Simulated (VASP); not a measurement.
Data:

```
BeS
1.0
    0.00000     2.43500     2.43500
    2.43500     0.00000     2.43500
    2.43500     2.43500     0.00000
Be S
1 1
Direct
  0.00000   0.00000   0.00000
  0.25000   0.25000   0.25000
```

Computed with PBE GGA, VASP's PBE PAW potentials (set 64) (plane waves; VASP). Settings: PREC = Normal, 500 eV cut-off, 6×6×6 Γ-centred mesh, Gaussian smearing of 0.010 eV, potentials Be_sv_GW S_GW.

Question: Estimate the energy per atom (σ→0), pressure, band gap (on the k-mesh) with the smallest direct gap where there is one.

Answer: 
```yaml
band gap (on the k-mesh): 3.12 eV
smallest direct gap (on the k-mesh): 5.64 eV
energy per atom (σ→0): -8.501 eV/atom
pressure: -137.7 kbar
```

The absolute energy has meaning only against runs of the same code, potentials and settings.

The compound is BeS in the zinc blende structure. The cell was not relaxed at this level.
